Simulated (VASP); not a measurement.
Given:

```
CELL_PARAMETERS angstrom
      4.00772     0.00000     0.00000
     -2.00386     3.47079     0.00000
      0.00000     0.00000    12.92645
ATOMIC_POSITIONS crystal
  Cd 0.66667 0.33333 0.87500
  Cd 0.33333 0.66667 0.37500
  Br 0.00000 0.00000 0.75401
  Br 0.00000 0.00000 0.25401
  Br 0.33333 0.66667 0.99598
  Br 0.66667 0.33333 0.49598
```

All values below come from r2SCAN meta-GGA, VASP's PBE PAW potentials (set 64) (plane waves; VASP 6.6.1). Numerical set-up: 400 eV cut-off, 8×8×3 Γ-centred mesh, Gaussian smearing of 0.010 eV, potentials Cd Br.

**Question.** Predict the energy per atom (σ→0).

**Answer.** 
```yaml
energy per atom (σ→0): -16.593 eV/atom
```

Only differences to runs with the same potentials and settings are physical.

The structure comes from a computed database's CdBr2 entry (P6_3mc); how it stands against other phases isn't given here. It was relaxed first.
